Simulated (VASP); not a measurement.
The system is SbPd3.

```
CELL_PARAMETERS angstrom
0.00000 3.22038 3.22038
3.22038 0.00000 3.22038
3.22038 3.22038 0.00000
ATOMIC_POSITIONS crystal
Sb 0.50000 0.50000 0.50000
Pd 0.75000 0.75000 0.75000
Pd 0.25000 0.25000 0.25000
Pd 0.00000 0.00000 0.00000
```

The cell comes from a database or a generator and needn't be the stable form of this composition.

- Program: VASP 6.6.1
- Task: relaxation of cell and atoms
- Functional: LDA
- Potentials or basis: VASP PAW LDA potentials, release 64 (Sb, Pd)
- Cutoff: 600 eV
- k mesh: 12 × 12 × 12
- Occupations: gaussian, width 0.1 eV
- Spin: no spin polarisation

At the start: pressure -11.4 GPa; volume 16.70 Å³/atom.

Task: How do energy, volume and symmetry change on relaxing?

Result: Over 4 steps the energy falls by 45.6 meV/atom and the volume is 15.52 Å³/atom (-7.1 %); space group Fm-3m (No. 225, to 0.05 Å).

The path:
```tsv
step	energy change (eV)	largest force (eV/Å)	pressure (GPa)	volume (Å³)
1	0.0000	0.0000	-11.35	66.80
2	0.2603	0.0000	26.04	56.00
3	-0.1821	0.0000	-0.42	62.19
4	-0.1823	0.0000	-0.05	62.08
```

Final structure:
```cif
data_structure
_symmetry_space_group_name_H-M 'P 1'
_symmetry_Int_Tables_number 1
_cell_length_a 4.4445
_cell_length_b 4.4445
_cell_length_c 4.4445
_cell_angle_alpha 60.000
_cell_angle_beta 60.000
_cell_angle_gamma 60.000
_cell_volume 62.08
loop_
_atom_site_label
_atom_site_type_symbol
_atom_site_fract_x
_atom_site_fract_y
_atom_site_fract_z
_atom_site_occupancy
Sb1 Sb 0.50000 0.50000 0.50000 1
Pd1 Pd 0.75000 0.75000 0.75000 1
Pd2 Pd 0.25000 0.25000 0.25000 1
Pd3 Pd 0.00000 0.00000 0.00000 1
```
